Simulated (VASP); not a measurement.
Here is a VASP 6.6.1 calculation.

INCAR

```
SYSTEM = KTl2MoF6
PREC = Accurate
ENCUT = 520
EDIFF = 1E-7
ISMEAR = 0
SIGMA = 0.1
LREAL = .False.
LASPH = .True.
NELM = 100
ALGO = Fast
ISIF = 2
LWAVE = .False.
LCHARG = .True.
GGA = PE
LELF = .True.
LVHAR = .True.
NBANDS = 56
```

Contents of KPOINTS:

```
Automatic mesh
0
Gamma
  3 3 2
  0 0 0
```

POSCAR

```
KTl2MoF6
1.0
    6.0568500000     -0.9070730000     -0.2698390000
    1.4025080000      4.3033940000      0.0704190000
    0.0739030000     -0.1745530000      6.7062830000
F K Tl Mo
6 1 2 1
Direct
    0.6537488044      0.7718016351      0.3428221601
    0.1699940044      0.4953404473      0.1363662454
    0.8843070428      0.9759371367      0.5746620014
    0.5719392284      0.7792028239      0.9000539980
    0.9954287949      0.7494520994      0.3090069183
    0.4972827694      0.4410560769      0.1042336802
    0.2954254928      0.2528673693      0.7245388619
    0.9260876251      0.8995028430      0.9573256106
    0.3160128545      0.9827187342      0.2394984706
    0.7637903991      0.4731001804      0.6398161539
```

Potentials or basis: VASP PAW PBE potentials, release 64 (F, K_sv, Tl_d, Mo_sv).

Run with:

```console
$ cat potpaw_PBE.64/F/POTCAR potpaw_PBE.64/K_sv/POTCAR potpaw_PBE.64/Tl_d/POTCAR potpaw_PBE.64/Mo_sv/POTCAR > POTCAR
$ mpirun -np 1 vasp_std > vasp.out
```

Task: Predict the band gap on the k mesh.

Result: None (metal or under the smearing width).

Task: Predict the pressure.

Result: 4.6 GPa.

Forces in eV/Å, atoms in the order of the input:
```
F   -1.212 -1.058  2.346
F   -0.819 -1.364 -2.140
F   -0.147  2.516  1.713
F    0.335  0.064 -2.784
F   -0.153  0.717  1.430
F    0.811 -2.287 -0.137
K    0.423  0.059  0.430
Tl  -0.243  0.462  0.534
Tl   0.576 -0.150 -0.214
Mo   0.429  1.042 -1.179
```

Caveat: the k mesh is coarse (spacing up to 0.47 Å⁻¹), so the values aren't converged; an odd number of electrons without spin polarisation forces a metal; a magnetic or distorted state may lie lower. The run has no spin-orbit coupling, so splittings on Tl are missing.
